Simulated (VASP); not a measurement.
# Relaxed cell of Pt (Platinum): a test of cutoff and mesh

How far does the relaxed cell of Pt (Platinum) depend on cutoff and k mesh? The starting structure is a measured crystal structure from the Crystallography Open Database. The first relaxation on each setting starts from this cell expanded by 3 % in volume.

Main program and level: VASP 6.6.1; Kohn-Sham DFT with plane waves and PAW; PBEsol.

**1. Starting point**

The structure is cubic, space group Fm-3m (No. 225). Conventional cell: a = 3.923 Å, b = 3.923 Å, c = 3.923 Å, α = 90.00°, β = 90.00°, γ = 90.00°. Nearest to Pt lie 12 Pt at 2.77 Å.

**2. Reference relaxation**

This run starts from the cell of an earlier relaxation, which isn't shown; the restart sets up the plane waves anew.

The input, INCAR:

```
SYSTEM = Pt
PREC = Accurate
ENCUT = 450
EDIFF = 1E-06
NELM = 100
ISMEAR = 1
SIGMA = 0.15
LREAL = .FALSE.
ALGO = Normal
GGA = PS
NBANDS = 11
LASPH = .TRUE.
LORBIT = 11
LWAVE = .FALSE.
LCHARG = .FALSE.
KPAR = 8
IBRION = 2
NSW = 50
ISIF = 3
EDIFFG = -0.006
```

The input, POSCAR:

```
Pt
1.0
    0.0000000000      1.9582164876      1.9582164876
    1.9582164876      0.0000000000      1.9582164876
    1.9582164876      1.9582164876      0.0000000000
Pt
1
Direct
    0.0000000000      0.0000000000      0.0000000000
```

The input, KPOINTS:

```
Automatic mesh
0
Gamma
20 20 20
0 0 0
```

PAW data sets: Pt (PBE family, release 64).

Launch:

```sh
mpirun -np 8 vasp_std
```

Log:

```text
[banner, memory and clock lines left out]
running    8 mpi-ranks, on    1 nodes
 distrk:  each k-point on    1 cores,    8 groups
 distr:  one band on    1 cores,    1 groups

 POSCAR found type information on POSCAR Pt
 POSCAR found :  1 types and       1 ions
|                                                                             |
|           W    W    AA    RRRRR   N    N  II  N    N   GGGG   !!!           |
|           W    W   A  A   R    R  NN   N  II  NN   N  G    G  !!!           |
|           W    W  A    A  R    R  N N  N  II  N N  N  G       !!!           |
|           W WW W  AAAAAA  RRRRR   N  N N  II  N  N N  G  GGG   !            |
|           WW  WW  A    A  R   R   N   NN  II  N   NN  G    G                |
|           W    W  A    A  R    R  N    N  II  N    N   GGGG   !!!           |
|                                                                             |
|     For optimal performance we recommend to set                             |
|       NCORE = 2 up to number-of-cores-per-socket                            |
|     NCORE specifies how many cores store one orbital (NPAR=cpu/NCORE).      |
|     This setting can greatly improve the performance of VASP for DFT.       |
|     The default, NCORE=1 might be grossly inefficient on modern             |
|     multi-core architectures or massively parallel machines. Do your        |
|     Unfortunately you need to use the default for GW and RPA                |
|     calculations (for HF NCORE is supported but not extensively tested      |
|     yet).                                                                   |
|                                                                             |

|                                                                             |
|               ----> ADVICE to this user running VASP <----                  |
|                                                                             |
|     You enforced a specific xc type in the INCAR file but a different       |
|     [... a line on the potential file left out ...]
|     I HOPE YOU KNOW WHAT YOU ARE DOING!                                     |
|                                                                             |

 LDA part: xc-table for (Slater+PW92), standard interpolation
 POSCAR, INCAR and KPOINTS ok, starting setup
 FFT: planning ... GRIDC
 FFT: planning ... GRID_SOFT
 FFT: planning ... GRID
 WAVECAR not read
 entering main loop
       N       E                     dE             d eps       ncg     rms          rms(c)
DAV:   1     0.333219023231E+02    0.33322E+02   -0.49302E+03  5960   0.747E+02
DAV:   2    -0.691063801077E+01   -0.40233E+02   -0.38358E+02  6464   0.163E+02
DAV:   3    -0.741485322163E+01   -0.50422E+00   -0.50075E+00  6570   0.173E+01
DAV:   4    -0.741681333268E+01   -0.19601E-02   -0.19599E-02  6483   0.126E+00
DAV:   5    -0.741682883584E+01   -0.15503E-04   -0.15502E-04  6594   0.104E-01    0.135E+01
DAV:   6    -0.701345367494E+01    0.40338E+00   -0.92752E-01  6064   0.761E+00    0.687E+00
DAV:   7    -0.696892991671E+01    0.44524E-01   -0.15780E-01  6517   0.302E+00    0.259E+00
DAV:   8    -0.696486110337E+01    0.40688E-02   -0.61216E-03  6133   0.713E-01    0.633E-01
DAV:   9    -0.696461563631E+01    0.24547E-03   -0.15948E-04  6301   0.117E-01    0.318E-02
DAV:  10    -0.696461999743E+01   -0.43611E-05   -0.33986E-06  6941   0.128E-02    0.510E-03
DAV:  11    -0.696462018963E+01   -0.19221E-06   -0.49420E-08  3455   0.206E-03
   1 F= -.69646202E+01 E0= -.69646741E+01  d E =-.696462E+01
 curvature:   0.00 expect dE= 0.000E+00 dE for cont linesearch  0.000E+00
 trial: gam= 0.00000 g(F)=  0.000E+00 g(S)=  0.846E-06 ort = 0.000E+00 (trialstep = 0.100E+01)
 search vector abs. value=  0.846E-06
 reached required accuracy - stopping structural energy minimisation
```

Wall time 7.2 s (8 MPI ranks of Intel Xeon Platinum 8259CL at 2.50GHz (Skylake/Cascade Lake), shared host); peak memory 1.1 GiB; 48 s of CPU time.

Lines that name or quote the potential files are left out of all logs, and their timing lines are given in words.

OUTCAR, selected parts (step 2):

```text
ion  position               nearest neighbor table
   1  0.000  0.000  0.000-

  LATTYP: Found a face centered cubic cell.
 ALAT       =     3.9164329752

 Subroutine GETGRP returns: Found 48 space group operations
 (whereof 48 operations were pure point group operations)

The static configuration has the point symmetry O_h .

 Found    256 irreducible k-points:

   k-points           NKPTS =    256   k-points in BZ     NKDIM =    256   number of bands    NBANDS=     11

   dimension x,y,z NGX =    20 NGY =   20 NGZ =   20
   dimension x,y,z NGXF=    40 NGYF=   40 NGZF=   40

   ENCUT  =  450.0 eV  33.07 Ry    5.75 a.u.   4.79  4.79  4.79*2*pi/ulx,y,z

   NELECT =      10.0000    total number of electrons

 k-points in reciprocal lattice and weights: Automatic mesh
   0.00000000  0.00000000  0.00000000       0.000
   0.05000000  0.00000000  0.00000000       0.001
   0.10000000  0.00000000  0.00000000       0.001
   0.15000000  0.00000000  0.00000000       0.001
   0.20000000  0.00000000  0.00000000       0.001
   0.25000000  0.00000000  0.00000000       0.001
   0.30000000  0.00000000  0.00000000       0.001
   0.35000000  0.00000000  0.00000000       0.001
   0.40000000  0.00000000  0.00000000       0.001
[...]
-0.30000000  0.50000000  0.20000000       0.002
  -0.25000000  0.50000000  0.25000000       0.001

 average (electrostatic) potential at core
       1 -62.7542

 E-fermi :  11.1827

 k-point     1 :       0.0000    0.0000    0.0000
  band No.  band energies     occupation
    ...
      2       7.3475      2.00000
      3       7.3476      2.00000
      4       7.3476      2.00000
      5       9.5423      2.00000
      6       9.5423      2.00000
      7      25.7888      0.00000
      8      30.7708      0.00000
      9      30.7708      0.00000
     10      30.7708      0.00000
     11      36.0843      0.00000

 k-point     2 :       0.0500    0.0000    0.0000
  band No.  band energies     occupation
    ...
      2       7.3010      2.00000
      3       7.3885      2.00000
      4       7.3885      2.00000
      5       9.5186      2.00000
      6       9.5186      2.00000
      7      25.9488      0.00000
      8      30.2115      0.00000
      9      30.9275      0.00000
     10      30.9275      0.00000
     11      36.7069      0.00000

 k-point     3 :       0.1000    0.0000    0.0000
  band No.  band energies     occupation
    ...
      2       7.1775      2.00000
      3       7.4991      2.00000
      4       7.4991      2.00000
      5       9.4637      2.00000
      6       9.4637      2.00000
      7      26.3941      0.00000
      8      28.9929      0.00000
      9      31.3858      0.00000
     10      31.3858      0.00000
     11      37.6987      0.00000

  Total       -0.0024180     -0.0024180     -0.0024180      0.0000000     -0.0000000     -0.0000000
  in kB       -0.2579611     -0.2579611     -0.2579611      0.0000000     -0.0000000     -0.0000000
  external PRESSURE =      -0.2579611 kB  Pullay stress =       0.0000000 kB

  energy-cutoff  :      450.00
  volume of cell :       15.02
      direct lattice vectors                 reciprocal lattice vectors
     0.000000000  1.958216488  1.958216488    -0.255334384  0.255334384  0.255334384
     1.958216488  0.000000000  1.958216488     0.255334384 -0.255334384  0.255334384
     1.958216488  1.958216488  0.000000000     0.255334384  0.255334384 -0.255334384

 POSITION                                       TOTAL-FORCE (eV/Angst)
 -----------------------------------------------------------------------------------
      0.00000      0.00000      0.00000         0.000000      0.000000      0.000000
 -----------------------------------------------------------------------------------
    total drift:                                0.000000      0.000000     -0.000000

  FREE ENERGIE OF THE ION-ELECTRON SYSTEM (eV)
  ---------------------------------------------------
  free  energy   TOTEN  =        -6.9646201896 eV

  energy  without entropy=       -6.9647819504  energy(sigma->0) =       -6.96467411

 reached required accuracy - stopping structural energy minimisation

 total charge
# of ion       s       p       d       tot
------------------------------------------
    1        0.635   0.620   8.039   9.293

[... 3 further parts left out ...]
```

The PAW data sets were made with PBE, which is usual practice but a small mismatch for other functionals. The run keeps the 48 symmetry operations of its start, so it cannot find a distortion of lower symmetry.

The reference relaxation ends at 15.018 Å³ an atom. Pressures at 0.985 and 1.015 times this volume, from two more relaxations that aren't shown, give a bulk modulus of 289.6 GPa.

**3. Relaxation with a cutoff of 230 eV**

Against step 2 the input has ENCUT = 230. This run starts from the cell of an earlier relaxation, which isn't shown; the restart sets up the plane waves anew.

Changes to INCAR since step 2:

```diff
@@ -2,3 +2,3 @@
 PREC = Accurate
-ENCUT = 450
+ENCUT = 230
 EDIFF = 1E-06
```

The input, POSCAR:

```
Pt
1.0
    0.0000000000      1.9522008854      1.9522008854
    1.9522008854      0.0000000000      1.9522008854
    1.9522008854      1.9522008854      0.0000000000
Pt
1
Direct
    0.0000000000      0.0000000000      0.0000000000
```

KPOINTS is that of step 2.

Launch:

```sh
mpirun -np 8 vasp_std
```

Log:

```text
[banner, memory and clock lines left out]
running    8 mpi-ranks, on    1 nodes
[...]
[... a notice as in an earlier step ...]

 [... a notice as in an earlier step ...]

 LDA part: xc-table for (Slater+PW92), standard interpolation
 POSCAR, INCAR and KPOINTS ok, starting setup
[...]
entering main loop
       N       E                     dE             d eps       ncg     rms          rms(c)
DAV:   1     0.108866559611E+02    0.10887E+02   -0.32988E+03  7292   0.405E+02
DAV:   2    -0.728673486901E+01   -0.18173E+02   -0.17513E+02  6547   0.103E+02
DAV:   3    -0.740967051938E+01   -0.12294E+00   -0.12234E+00  6562   0.774E+00
DAV:   4    -0.741007110956E+01   -0.40059E-03   -0.40057E-03  6502   0.499E-01
[...]
DAV:   9    -0.695827178564E+01    0.23196E-03   -0.11617E-04  6265   0.978E-02    0.339E-02
DAV:  10    -0.695827579003E+01   -0.40044E-05   -0.19402E-06  6264   0.887E-03    0.776E-03
DAV:  11    -0.695827585825E+01   -0.68218E-07   -0.51450E-08  3341   0.140E-03
[...]
DAV:   5    -0.695146730095E+01    0.13881E-04   -0.14371E-05  6238   0.304E-02    0.821E-03
DAV:   6    -0.695146953100E+01   -0.22300E-05   -0.60795E-07  5470   0.397E-03    0.102E-03
DAV:   7    -0.695146949890E+01    0.32093E-07   -0.19467E-08  3101   0.908E-04
   2 F= -.69514695E+01 E0= -.69516009E+01  d E =0.680636E-02
 trial-energy change:    0.006806  1 .order    0.006903   -0.004819    0.018626
 step:   0.2097(harm=  0.2056)  dis= 0.00000  next Energy=    -6.958782 (dE=-0.506E-03)
[...]
N       E                     dE             d eps       ncg     rms          rms(c)
DAV:   1    -0.699449143799E+01   -0.43022E-01   -0.74515E-01  5920   0.795E+00    0.140E+00
DAV:   2    -0.696083397524E+01    0.33657E-01   -0.88782E-02  5824   0.221E+00    0.620E-01
DAV:   3    -0.695869721672E+01    0.21368E-02   -0.92760E-03  6436   0.686E-01    0.305E-01
DAV:   4    -0.695878504021E+01   -0.87823E-04   -0.31195E-04  6340   0.940E-02    0.234E-02
DAV:   5    -0.695878974494E+01   -0.47047E-05   -0.39516E-06  6791   0.126E-02    0.572E-03
DAV:   6    -0.695879024926E+01   -0.50432E-06   -0.24546E-07  4176   0.237E-03
   3 F= -.69587902E+01 E0= -.69588905E+01  d E =-.514391E-03
[...]
reached required accuracy - stopping structural energy minimisation
```

The job ended after 6.4 s (8 MPI ranks; peak memory 0.89 GiB; 43 s of CPU time).

Parts of OUTCAR (step 3):

```text
  Total       -0.0014242     -0.0014242     -0.0014242      0.0000000      0.0000000     -0.0000000
  in kB       -0.1541999     -0.1541999     -0.1541999      0.0000000      0.0000000     -0.0000000
  external PRESSURE =      -0.1541999 kB  Pullay stress =       0.0000000 kB

 POSITION                                       TOTAL-FORCE (eV/Angst)
 -----------------------------------------------------------------------------------
      0.00000      0.00000      0.00000        -0.000000     -0.000000     -0.000000
 -----------------------------------------------------------------------------------
    total drift:                               -0.000000     -0.000000     -0.000000

  FREE ENERGIE OF THE ION-ELECTRON SYSTEM (eV)
  ---------------------------------------------------
  free  energy   TOTEN  =        -6.9587902493 eV

  energy  without entropy=       -6.9590908598  energy(sigma->0) =       -6.95889045

[... 2 parts as in an earlier step ...]

[... 2 further parts left out ...]
[key lines of the parts left out:]
E-fermi :  11.4746
```

With a cutoff of 230 eV the cell ends at 14.798 Å³ an atom, -1.47 % from the reference; the bulk modulus is 303.6 GPa against 289.6 GPa.

**4. Relaxation with an 11×11×11 mesh**

Against step 2 the input has an 11×11×11 mesh. This run starts from the cell of an earlier relaxation, which isn't shown; the restart sets up the plane waves anew.

Changes to INCAR since step 3:

```diff
@@ -2,3 +2,3 @@
 PREC = Accurate
-ENCUT = 230
+ENCUT = 450
 EDIFF = 1E-06
```

The input, POSCAR:

```
Pt
1.0
    0.0000000000      1.9575885235      1.9575885235
    1.9575885235      0.0000000000      1.9575885235
    1.9575885235      1.9575885235      0.0000000000
Pt
1
Direct
    0.0000000000      0.0000000000      0.0000000000
```

The input, KPOINTS:

```
Automatic mesh
0
Gamma
11 11 11
0 0 0
```

Launch:

```sh
mpirun -np 8 vasp_std
```

Log:

```text
[... set-up lines as in an earlier step ...]
 entering main loop
       N       E                     dE             d eps       ncg     rms          rms(c)
DAV:   1     0.361096754092E+02    0.36110E+02   -0.50349E+03  1283   0.754E+02
DAV:   2    -0.682825920653E+01   -0.42938E+02   -0.40689E+02  1442   0.167E+02
DAV:   3    -0.742645398017E+01   -0.59819E+00   -0.59678E+00  1429   0.184E+01
DAV:   4    -0.742870919772E+01   -0.22552E-02   -0.22551E-02  1430   0.133E+00
[...]
DAV:   9    -0.697136848244E+01    0.32381E-03   -0.20281E-04  1361   0.132E-01    0.386E-02
DAV:  10    -0.697137257699E+01   -0.40945E-05   -0.39930E-06  1546   0.143E-02    0.672E-03
DAV:  11    -0.697137281665E+01   -0.23967E-06   -0.50591E-08   763   0.203E-03
   1 F= -.69713728E+01 E0= -.69703461E+01  d E =-.697137E+01
[...]
reached required accuracy - stopping structural energy minimisation
```

Wall time 3 s (8 MPI ranks); peak memory 0.96 GiB.

OUTCAR, selected parts (step 4):

```text
  Total       -0.0031008     -0.0031008     -0.0031008      0.0000000      0.0000000      0.0000000
  in kB       -0.3311191     -0.3311191     -0.3311191      0.0000000      0.0000000      0.0000000
  external PRESSURE =      -0.3311191 kB  Pullay stress =       0.0000000 kB

  FREE ENERGIE OF THE ION-ELECTRON SYSTEM (eV)
  ---------------------------------------------------
  free  energy   TOTEN  =        -6.9713728167 eV

  energy  without entropy=       -6.9682925301  energy(sigma->0) =       -6.97034605

[... 2 parts as in an earlier step ...]

[... 3 further parts left out ...]
[key lines of the parts left out:]
E-fermi :  11.1413
```

With an 11×11×11 mesh the cell ends at 15.004 Å³ an atom, -0.10 % from the reference; the bulk modulus is 291.3 GPa against 289.6 GPa.

(Part 1 of 2 ends here.)

[Lines on the potential files, build, host, timing and source positions are cut from VASP's logs without a mark.]

[Logs are printed without paths, hosts, clocks, repeated set-up lines and the standing remarks that a program may print on its own settings, such as how far it seeks lower states.]

[Hosts, paths, dates, database ids (printed as entryN), source tags and the programs' standing remarks are cut or masked in the printed files.]
